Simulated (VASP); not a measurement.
Consider the following.

```
CELL_PARAMETERS angstrom
      2.77959     0.00000     0.00000
      0.00000     2.82192     0.00000
      0.00000     0.00000     2.82192
ATOMIC_POSITIONS crystal
  Al 0.50000 0.50000 0.50000
  Co 0.00000 0.00000 0.00000
```

These are PBEsol GGA, VASP's PBE PAW potentials (set 64) (plane waves; VASP) values and carry that method's errors. Settings: 480 eV cut-off, 12×12×12 Γ-centred mesh, first-order Methfessel-Paxton smearing of 0.10 eV, potentials Al Co.

Task: Give the stress tensor in GPa (positive for a compressed cell).

Result: 
```
5.38  0.00  0.00
0.00  2.25  0.00
0.00  0.00  2.25
```
The pressure is its mean diagonal, 3.30 GPa.

The compound is CoAl in the CsCl type structure. This cell was strained or had an atom moved on purpose. The run is not spin-polarised, so no magnetic state was tried.
